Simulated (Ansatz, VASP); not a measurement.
One calculation of Ba2H3NO6, two programs

```
Ba H N O
1.0
     6.90690    0.00000    0.00000
    -3.45345    5.98155    0.00000
     0.00000    0.00000    3.80280
Ba H N O
2 3 1 6
Direct
  0.33333 0.66667 0.00000
  0.66667 0.33333 0.00000
  0.30759 0.00000 0.50000
  0.69241 0.69241 0.50000
  0.00000 0.30759 0.50000
  0.00000 0.00000 0.00000
  0.18265 0.18265 0.00000
  0.00000 0.81735 0.00000
  0.81735 0.00000 0.00000
  0.44843 0.00000 0.50000
  0.55157 0.55157 0.50000
  0.00000 0.44843 0.50000
```

Alike in both runs: functional PBE; k mesh 4 × 4 × 6; occupations fermi-dirac, width 0.02 eV; no spin polarisation.

Ansatz relaxed the structure, and its values are those at the end. VASP's run is a single point on that final structure, the one shown.

|  | VASP | Ansatz |
| --- | --- | --- |
| version | VASP 6.6.1 | Ansatz 0.2.0 |
| potentials or method | VASP PAW PBE potentials, release 64 (Ba_sv, H, N, O) | plane-wave PAW, scalar-relativistic |
| plane-wave cutoff (eV) | 520 | 420 |
| valence electrons in the cell | 64 | 64 |

```csv
,VASP,Ansatz,Ansatz less VASP
gap on the k mesh at the Fermi level (eV),2.66,2.70,+0.035
pressure (GPa),3.4,2.2,-1.20
rms of the force components (eV/Å),0.113,0.001,-0.1126
```

One of these differences is far larger than is usual between the two programs; its cause wasn't traced. Ansatz warned: «gradients_without_spin_orbit».

Caveats: spin-orbit coupling is left out, which moves the levels of the heavy elements. A k mesh can miss the band edges.
